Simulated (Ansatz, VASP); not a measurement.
**Two plane-wave programs on Tc3Sn**

Contents of run.py:

```python
from ase.calculators.vasp import Vasp
from ase.dft.bandgap import bandgap
from ase.io import read

atoms = read('POSCAR')
calc = Vasp(
    directory='calc',
    xc='pbe',
    pp='PBE',
    setups='recommended',
    pp_version='54',
    prec='Accurate',
    encut=520,
    ediff=1e-06,
    ismear=0,
    sigma=0.02,
    lreal=False,
    lasph=True,
    nelm=60,
    algo='Normal',
    isif=2,
    lwave=False,
    lcharg=False,
    kpts=[10, 10, 3],
    gamma=True,
    nbands=34,
)
atoms.calc = calc

print('energy (eV):', atoms.get_potential_energy())
print('free energy (eV):', atoms.get_potential_energy(force_consistent=True))
print('forces (eV/A):')
print(atoms.get_forces())
print('stress (eV/A^3, Voigt):', atoms.get_stress())
print('Fermi level (eV):', calc.get_fermi_level())
gap, top, bottom = bandgap(calc)
print('band gap (eV):', gap, 'from (spin, k, band)', top, 'to', bottom)
```

The input POSCAR:

```
Tc3Sn
1.0
    2.9415865702      0.0000000000      0.0000000000
   -1.4707932851      2.5474886972      0.0000000000
    0.0000000000      0.0000000000      8.6334470000
Sn Tc
1 3
Direct
    0.0000000000      0.0000000000      0.0000000000
    0.3333333333      0.6666666667      0.7382180000
    0.3333333333      0.6666666667      0.2617820000
    0.0000000000      0.0000000000      0.5000000000
```

input.yaml

```yaml
crystal:
  lattice:
    - [2.9415865702, 0.0, 0.0]
    - [-1.4707932851, 2.5474886972, 0.0]
    - [0.0, 0.0, 8.633447]
  atoms:
    - { symbol: Sn, position: [0.0, 0.0, 0.0] }
    - { symbol: Tc, position: [0.3333333333, 0.6666666667, 0.738218] }
    - { symbol: Tc, position: [0.3333333333, 0.6666666667, 0.261782] }
    - { symbol: Tc, position: [0.0, 0.0, 0.5] }
hamiltonian:
  xc: pbe
  pseudopotentials: { kind: paw }
kpoints:
  mp_grid: { grid: [10, 10, 3] }
scf:
  occupations: { method: gaussian, width: 0.02 }
output:
  forces: true
  stress: true
  eigenvalues: true
  write_density: true
  write_potential: true
  elf: true
  volumetric_format: npy
```

The cell comes from a database or a generator and needn't be the stable form of this composition.

Alike in both runs: task single point; functional PBE; k mesh 10 × 10 × 3; occupations gaussian, width 0.02 eV; no spin polarisation.

```csv
,VASP,Ansatz
version,VASP 6.6.1,Ansatz 0.2.0
potentials or method,"VASP PAW PBE potentials, release 54 (Sn_d, Tc_pv)",Ansatz PAW earlier set
plane-wave cutoff (eV),520,500
valence electrons in the cell,53,59
```

```csv
,VASP,Ansatz,Ansatz less VASP
gap on the k mesh at the Fermi level (eV),none,none,-
pressure (GPa),-2.2,-1.9,+0.32
largest component of the traceless stress (GPa),0.08,0.12,+0.041
rms of the force components (eV/Å),0.037,0.019,-0.0176
```

Atom by atom the forces differ by 0.018 eV/Å (rms over components). A gap of «none» marks a metal or a gap that the smearing closes. With one functional, cell and mesh, what is left measures potentials, basis and numerics. The two sets of potentials don't hold the same shells in valence.
